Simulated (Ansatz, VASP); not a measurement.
# WS2 (Tungstenite) in two plane-wave programs

Aim: how closely do two programs agree when they are given the same cell, functional and k mesh? The cell is taken from a series of runs on this material, whose earlier steps may have relaxed, scaled, displaced or heated it; both programs get it as it stands.

Program: Ansatz 0.2.0. Level of theory: plane waves, with VASP 6.6.1 beside it; HSE06 form with 15 % exact exchange, screening 0.2078 1/A with an exact-exchange share of 0.15. Results are calculated unless marked as measured.

## 1. The structure

It takes space group P6_3/mmc (No. 194, hexagonal). The conventional cell has a = 3.153 Å, b = 3.153 Å, c = 12.323 Å, α = 90.00°, β = 90.00°, γ = 120.00°. Nearest to W lie 6 S at 2.40 Å. S has 3 W at 2.40 Å nearest. Farther neighbours and most contacts between anions are not listed.

Coordinates:

```cif
data_structure
_symmetry_space_group_name_H-M 'P6_3/mmc'
_symmetry_Int_Tables_number 194
_cell_length_a 3.1532
_cell_length_b 3.1532
_cell_length_c 12.3230
_cell_angle_alpha 90.000
_cell_angle_beta 90.000
_cell_angle_gamma 120.000
_cell_volume 106.11
loop_
_atom_site_label
_atom_site_type_symbol
_atom_site_symmetry_multiplicity
_atom_site_Wyckoff_symbol
_atom_site_fract_x
_atom_site_fract_y
_atom_site_fract_z
_atom_site_occupancy
W1 W 2 c 0.33333 0.66667 0.25000 1
S1 S 4 f 0.33333 0.66667 0.62250 1
```

## 2. VASP: G0W0 gap, HSE06 form with 15 % exact exchange, screening 0.2078 1/A with an exact-exchange share of 0.15

Quasiparticle shifts depend on high empty states and on the cores, so they are the hardest test of two PAW sets.

Lines of VASP's logs that name or quote its potential files are left out, and so is its time.

The run reads the wave functions of an earlier VASP run, which isn't shown here.

File INCAR:

```
SYSTEM = WS2
PREC = Accurate
ENCUT = 340
ISMEAR = 0
SIGMA = 0.01
LREAL = .FALSE.
LHFCALC = .TRUE.
AEXX = 0.15
GGA = PE
HFSCREEN = 0.2078
LASPH = .TRUE.
NBANDS = 472
PRECFOCK = Fast
ALGO = EVGW0
NELMGW = 1
ENCUTGW = 150
NOMEGA = 64
NBANDSGW = 40
LWAVE = .FALSE.
LCHARG = .FALSE.
```

File POSCAR:

```
WS2
1.0
    3.1532000000      0.0000000000      0.0000000000
   -1.5766000000      2.7307513032      0.0000000000
    0.0000000000      0.0000000000     12.3230000000
W S
2 4
Direct
    0.3333333333      0.6666666667      0.2500000000
    0.6666666667      0.3333333333      0.7500000000
    0.3333333333      0.6666666667      0.6225000000
    0.6666666667      0.3333333333      0.1225000000
    0.3333333333      0.6666666667      0.8775000000
    0.6666666667      0.3333333333      0.3775000000
```

File KPOINTS:

```
Automatic mesh
0
Gamma
6 6 2
0 0 0
```

Potentials, in the order of the species: W_sv_GW and S_GW (PBE family, release 64).

Run with:

```sh
$ mpirun -np 8 vasp_std
```

Numbers of over 12 decimals in the logs are rounded to 6 here.

The program printed:

```text
[banner, memory and clock lines left out]
running    8 mpi-ranks, on    1 nodes
 distrk:  each k-point on    8 cores,    1 groups
 distr:  one band on    1 cores,    8 groups

 POSCAR found type information on POSCAR W S
 POSCAR found :  2 types and       6 ions
|                                                                             |
|           W    W    AA    RRRRR   N    N  II  N    N   GGGG   !!!           |
|           W    W   A  A   R    R  NN   N  II  NN   N  G    G  !!!           |
|           W    W  A    A  R    R  N N  N  II  N N  N  G       !!!           |
|           W WW W  AAAAAA  RRRRR   N  N N  II  N  N N  G  GGG   !            |
|           WW  WW  A    A  R   R   N   NN  II  N   NN  G    G                |
|           W    W  A    A  R    R  N    N  II  N    N   GGGG   !!!           |
|                                                                             |
|     For optimal performance we recommend to set                             |
|       NCORE = 2 up to number-of-cores-per-socket                            |
|     NCORE specifies how many cores store one orbital (NPAR=cpu/NCORE).      |
|     This setting can greatly improve the performance of VASP for DFT.       |
|     The default, NCORE=1 might be grossly inefficient on modern             |
|     multi-core architectures or massively parallel machines. Do your        |
|     Unfortunately you need to use the default for GW and RPA                |
|     calculations (for HF NCORE is supported but not extensively tested      |
|     yet).                                                                   |
|                                                                             |

|                                                                             |
|           W    W    AA    RRRRR   N    N  II  N    N   GGGG   !!!           |
|           W    W   A  A   R    R  NN   N  II  NN   N  G    G  !!!           |
|           W    W  A    A  R    R  N N  N  II  N N  N  G       !!!           |
|           W WW W  AAAAAA  RRRRR   N  N N  II  N  N N  G  GGG   !            |
|           WW  WW  A    A  R   R   N   NN  II  N   NN  G    G                |
|           W    W  A    A  R    R  N    N  II  N    N   GGGG   !!!           |
|                                                                             |
|     The default for ENCUTGWSOFT is different in this version of VASP.       |
|     please manually set ENCUTGWSOFT =150 in the INCAR file.                 |
|                                                                             |

 LDA part: xc-table for (Slater+PW92), standard interpolation
 found WAVECAR, reading the header
 POSCAR, INCAR and KPOINTS ok, starting setup
 FFT: planning ... GRIDC
 FFT: planning ... GRID_SOFT
 FFT: planning ... GRID
 reading WAVECAR
 the WAVECAR file was read successfully
 initial charge from wavefunction
 available memory per node:     83.13 GB, setting MAXMEM to     85126

 The Fermi energy was updated, please check that it is located mid-gap
 values below the HOMO (VB) or above the LUMO (CB) will cause erroneous energies
 E-fermi :   8.3161

 calculate exact exchange contribution
 the WAVEDER file was read successfully
|                                                                             |
|           W    W    AA    RRRRR   N    N  II  N    N   GGGG   !!!           |
|           W    W   A  A   R    R  NN   N  II  NN   N  G    G  !!!           |
|           W    W  A    A  R    R  N N  N  II  N N  N  G       !!!           |
|           W WW W  AAAAAA  RRRRR   N  N N  II  N  N N  G  GGG   !            |
|           WW  WW  A    A  R   R   N   NN  II  N   NN  G    G                |
|           W    W  A    A  R    R  N    N  II  N    N   GGGG   !!!           |
|                                                                             |
|     Automatic setting of frequency mesh for GW failed. Frequency mesh       |
|     properly not suitable for determining QP energies. Consider             |
|     increasing number of kpoints.                                           |
|                                                                             |

energies w=
    0.000    0.000    0.844    0.000    1.686    0.000    2.524    0.000
    3.357    0.000    4.183    0.000    5.001    0.000    5.810    0.000
    6.608    0.000    7.397    0.000    8.174    0.000    8.941    0.000
    9.697    0.000   10.443    0.000   11.180    0.000   11.908    0.000
   12.629    0.000   13.343    0.000   14.051    0.000   14.755    0.000
   15.457    0.000   16.156    0.000   16.856    0.000   17.557    0.000
   18.262    0.000   18.971    0.000   19.687    0.000   20.412    0.000
   21.148    0.000   21.897    0.000   22.662    0.000   23.446    0.000
   24.250    0.000   25.079    0.000   25.936    0.000   26.826    0.000
   27.752    0.000   28.719    0.000   29.735    0.000   30.804    0.000
   31.935    0.000   33.136    0.000   34.419    0.000   35.793    0.000
   37.275    0.000   38.881    0.000   40.630    0.000   42.548    0.000
   44.666    0.000   47.019    0.000   49.655    0.000   52.632    0.000
   56.027    0.000   59.938    0.000   64.498    0.000   69.885    0.000
   76.350    0.000   84.253    0.000   94.132    0.000  106.825    0.000
  123.717    0.000  147.276    0.000  182.357    0.000  240.019    0.000
 responsefunction array rank=     456
 LDA part: xc-table for (Slater+PW92), standard interpolation

 min. memory requirement per mpi rank    540.2 MB, per node   4321.8 MB

 allocating   8 responsefunctions rank=   456
 shmem allocating  64 responsefunctions rank=   456
 response function shared by NCSHMEM nodes    1
 Doing            8  frequencies on each core in blocks of           64
NQ=   1    0.0000    0.0000    0.0000,
|.........|.........|.........|.........|.........|.........|.........|.........
 performed       2198000 updates of chi_q(r,r)
 total number of BLAS operations       3389.52 Gflops
NQ=   2    0.1667   -0.0000    0.0000,
|.........|.........|.........|.........|.........|.........|.........|.........
 performed       6133000 updates of chi_q(r,r)
 total number of BLAS operations       9346.97 Gflops
NQ=   3    0.3333   -0.0000    0.0000,
|.........|.........|.........|.........|.........|.........|.........|.........
 performed      10068000 updates of chi_q(r,r)
 total number of BLAS operations      15497.69 Gflops
NQ=   4    0.5000   -0.0000    0.0000,
|.........|.........|.........|.........|.........|.........|.........|.........
 performed      13021000 updates of chi_q(r,r)
 total number of BLAS operations      20114.00 Gflops
NQ=   5    0.1667    0.1667    0.0000,
|.........|.........|.........|.........|.........|.........|.........|.........
 performed      16956000 updates of chi_q(r,r)
 total number of BLAS operations      26016.79 Gflops
NQ=   6    0.3333    0.1667    0.0000,
|.........|.........|.........|.........|.........|.........|.........|.........
 performed      21344000 updates of chi_q(r,r)
 total number of BLAS operations      33094.67 Gflops
NQ=   7    0.3333    0.3333    0.0000,
|.........|.........|.........|.........|.........|.........|.........|.........
 performed      23920000 updates of chi_q(r,r)
 total number of BLAS operations      37323.73 Gflops
NQ=   8    0.0000    0.0000    0.5000,
|.........|.........|.........|.........|.........|.........|.........|.........
 performed      26118000 updates of chi_q(r,r)
 total number of BLAS operations      40790.90 Gflops
NQ=   9    0.1667   -0.0000    0.5000,
|.........|.........|.........|.........|.........|.........|.........|.........
 performed      30053000 updates of chi_q(r,r)
 total number of BLAS operations      46720.98 Gflops
NQ=  10    0.3333   -0.0000    0.5000,
|.........|.........|.........|.........|.........|.........|.........|.........
 performed      33988000 updates of chi_q(r,r)
 total number of BLAS operations      52705.85 Gflops
NQ=  11    0.5000   -0.0000    0.5000,
|.........|.........|.........|.........|.........|.........|.........|.........
 performed      36941000 updates of chi_q(r,r)
 total number of BLAS operations      57364.04 Gflops
NQ=  12    0.1667    0.1667    0.5000,
|.........|.........|.........|.........|.........|.........|.........|.........
 performed      40876000 updates of chi_q(r,r)
 total number of BLAS operations      63131.29 Gflops
NQ=  13    0.3333    0.1667    0.5000,
|.........|.........|.........|.........|.........|.........|.........|.........
 performed      45264000 updates of chi_q(r,r)
 total number of BLAS operations      70114.90 Gflops
NQ=  14    0.3333    0.3333    0.5000,
|.........|.........|.........|.........|.........|.........|.........|.........
 performed      47840000 updates of chi_q(r,r)
 total number of BLAS operations      74400.16 Gflops
 resolving degeneracies of screened two electron integrals

 calculate QP shifts <psi_nk| G(iteration)W_0 |psi_nk>: iteration 1
 entering main loop
```

Parts of OUTCAR (step 2):

```text
ion  position               nearest neighbor table
   1  0.333  0.667  0.250-   4 2.40   6 2.40   4 2.40   6 2.40   4 2.40   6 2.40
   2  0.667  0.333  0.750-   3 2.40   5 2.40   3 2.40   5 2.40   3 2.40   5 2.40
   3  0.333  0.667  0.623-   2 2.40   2 2.40   2 2.40
   4  0.667  0.333  0.123-   1 2.40   1 2.40   1 2.40
   5  0.333  0.667  0.877-   2 2.40   2 2.40   2 2.40
   6  0.667  0.333  0.377-   1 2.40   1 2.40   1 2.40

  LATTYP: Found a hexagonal cell.
 ALAT       =     3.1532000000
 C/A-ratio  =     3.9080933655

 Subroutine GETGRP returns: Found 24 space group operations
 (whereof 12 operations were pure point group operations)

The static configuration has the point symmetry D_3d.
 The point group associated with its full space group is D_6h.

 Found     14 irreducible k-points:

   k-points           NKPTS =     14   k-points in BZ     NKDIM =     72   number of bands    NBANDS=    472

   dimension x,y,z NGX =    20 NGY =   20 NGZ =   80
   dimension x,y,z NGXF=    40 NGYF=   40 NGZF=  160

   ENCUT  =  340.0 eV  24.99 Ry    5.00 a.u.   4.74  4.74 18.53*2*pi/ulx,y,z

   NELECT =      52.0000    total number of electrons

  energy-cutoff  :      340.00
  volume of cell :      106.11
      direct lattice vectors                 reciprocal lattice vectors
     3.153200000  0.000000000  0.000000000     0.317138145  0.183099794  0.000000000
    -1.576600000  2.730751303  0.000000000     0.000000000  0.366199587  0.000000000
     0.000000000  0.000000000 12.323000000     0.000000000  0.000000000  0.081149071

 k-points in reciprocal lattice and weights: Automatic mesh
   0.00000000  0.00000000  0.00000000       0.014
   0.16666667 -0.00000000  0.00000000       0.083
   0.33333333 -0.00000000  0.00000000       0.083
   0.50000000 -0.00000000  0.00000000       0.042
   0.16666667  0.16666667  0.00000000       0.083
   0.33333333  0.16666667  0.00000000       0.167
   0.33333333  0.33333333  0.00000000       0.028
   0.00000000  0.00000000  0.50000000       0.014
   0.16666667 -0.00000000  0.50000000       0.083
[...]
0.33333333  0.16666667  0.50000000       0.167
   0.33333333  0.33333333  0.50000000       0.028

 E-fermi :   8.3161

 QP shifts <psi_nk| G(iteration)W_0 |psi_nk>: iteration 1
 for sc-GW calculations column KS-energies equals QP-energies in previous step
 and V_xc(KS)=  KS-energies - (<T + V_ion + V_H > + <T+V_H+V_ion>^1  + <V_x>^1)
 k-point   1 :       0.0000    0.0000    0.0000
  band No.  KS-energies  QP-energies   sigma(KS)   V_xc(KS)     V^pw_x(r,r')   Z            occupation Imag(sigma)
    ...
     23       5.3339       5.1464     -15.7438     -15.5025     -17.1729       0.7770       2.0000       0.1894
     24       5.9827       5.6604     -14.5825     -14.1680     -16.4128       0.7775       2.0000       0.2091
     25       6.3832       6.2151     -14.5242     -14.3086     -15.4121       0.7801       2.0000       0.1605
     26       7.6729       7.5358     -15.5428     -15.3668     -15.9722       0.7790       2.0000       0.1022
     27      10.3932      10.6480     -14.3719     -14.6985     -10.2341       0.7802       0.0000      -0.2445
     28      10.3932      10.6480     -14.3719     -14.6985     -10.2341       0.7802       0.0000      -0.2445
     29      10.4048      10.6527     -14.2902     -14.6077     -10.1416       0.7806       0.0000      -0.2452
     30      10.4048      10.6527     -14.2902     -14.6077     -10.1416       0.7806       0.0000      -0.2452
    ...

 k-point   2 :       0.1667   -0.0000    0.0000
  band No.  KS-energies  QP-energies   sigma(KS)   V_xc(KS)     V^pw_x(r,r')   Z            occupation Imag(sigma)
    ...
     23       5.1511       4.8594     -14.5145     -14.1388     -16.4034       0.7764       2.0000       0.2239
     24       6.0381       5.7302     -14.5857     -14.1897     -16.3997       0.7773       2.0000       0.2047
     25       6.3282       6.1854     -14.8643     -14.6807     -15.8381       0.7776       2.0000       0.1654
     26       6.7797       6.6373     -15.1613     -14.9782     -15.9595       0.7779       2.0000       0.1414
     27       9.5898       9.7456     -13.8222     -14.0214      -9.9960       0.7820       0.0000      -0.2217
     28      10.0390      10.2389     -14.4142     -14.6722     -10.5367       0.7753       0.0000      -0.2385
     29      10.2494      10.4990     -14.2544     -14.5720     -10.0041       0.7861       0.0000      -0.2446
     30      10.2909      10.4887     -14.5606     -14.8163     -10.5518       0.7736       0.0000      -0.2570
    ...

 k-point   3 :       0.3333   -0.0000    0.0000
  band No.  KS-energies  QP-energies   sigma(KS)   V_xc(KS)     V^pw_x(r,r')   Z            occupation Imag(sigma)
    ...
     23       5.2083       4.9696     -14.9750     -14.6666     -16.8408       0.7741       2.0000       0.2244
     24       5.3438       5.1144     -15.1058     -14.8102     -16.9010       0.7761       2.0000       0.2162
     25       5.4989       5.3403     -14.4065     -14.2031     -15.6880       0.7796       2.0000       0.2059
     26       5.7915       5.6463     -14.7307     -14.5442     -15.9620       0.7787       2.0000       0.1927
     27       9.6813       9.8586     -14.0857     -14.3128     -10.0747       0.7810       0.0000      -0.2381
     28       9.9520      10.2004     -15.2227     -15.5441     -11.0650       0.7728       0.0000      -0.2554
     29      10.1252      10.3735     -15.3705     -15.6926     -11.1466       0.7709       0.0000      -0.2656
     30      10.4985      10.7097     -14.7546     -15.0275     -10.4902       0.7739       0.0000      -0.2823
    ...

 k-point   4 :       0.5000   -0.0000    0.0000
  band No.  KS-energies  QP-energies   sigma(KS)   V_xc(KS)     V^pw_x(r,r')   Z            occupation Imag(sigma)
    ...
     23       5.5278       5.2490     -14.6595     -14.3015     -16.4796       0.7786       2.0000       0.2110
     24       5.7398       5.4710     -14.8341     -14.4894     -16.5774       0.7797       2.0000       0.2014
     25       5.8157       5.5799     -13.9840     -13.6839     -15.3466       0.7856       2.0000       0.1898
     26       6.0117       5.8187     -14.4205     -14.1739     -15.6733       0.7826       2.0000       0.1812
     27      10.3847      10.6682     -16.2069     -16.5768     -11.6597       0.7663       0.0000      -0.2986
     28      10.4323      10.7137     -16.2301     -16.5977     -11.6564       0.7655       0.0000      -0.3027
     29      10.6789      10.8814     -14.8806     -15.1427     -10.3781       0.7725       0.0000      -0.3101
     30      10.9903      11.2185     -15.7865     -16.0842     -11.0993       0.7666       0.0000      -0.3420
    ...

[... 4 further parts left out ...]
```

This run has no spin polarisation, so a moment on W, if there is one, isn't seen.

(Continued in part 2 of 2.)

[Lines on the potential files, build, host, timing and source positions are cut from VASP's logs without a mark.]

[Logs are printed without paths, hosts, clocks, repeated set-up lines and the standing remarks that a program may print on its own settings, such as how far it seeks lower states.]

[Hosts, paths, dates, database ids (printed as entryN), source tags and the programs' standing remarks are cut or masked in the printed files.]
